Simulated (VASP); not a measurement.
GaP:

```
CELL_PARAMETERS angstrom
0.00000 2.72525 2.72525
2.72525 0.00000 2.72525
2.72525 2.72525 0.00000
ATOMIC_POSITIONS crystal
Ga 0.00000 0.00000 0.00000
P 0.25000 0.25000 0.25000
```

Program: VASP 6.6.1. Alike in all runs: task single point; level PBE; potentials or basis VASP PAW PBE potentials, release 64 (Ga_d, P); no spin polarisation; cell as given; smearing gaussian 0.02 eV. Hardware: 1 thread of Intel(R) Xeon(R) Platinum 8488C (Sapphire Rapids), with other jobs on the host.

Order these runs on this cell by their wall time, lowest first.
A. k mesh 8 × 8 × 8; cutoff (eV) 300
B. k mesh 8 × 8 × 8; cutoff (eV) 700
C. k mesh 14 × 14 × 14; cutoff (eV) 520

A (5.7 s), B (17 s), C (40 s).
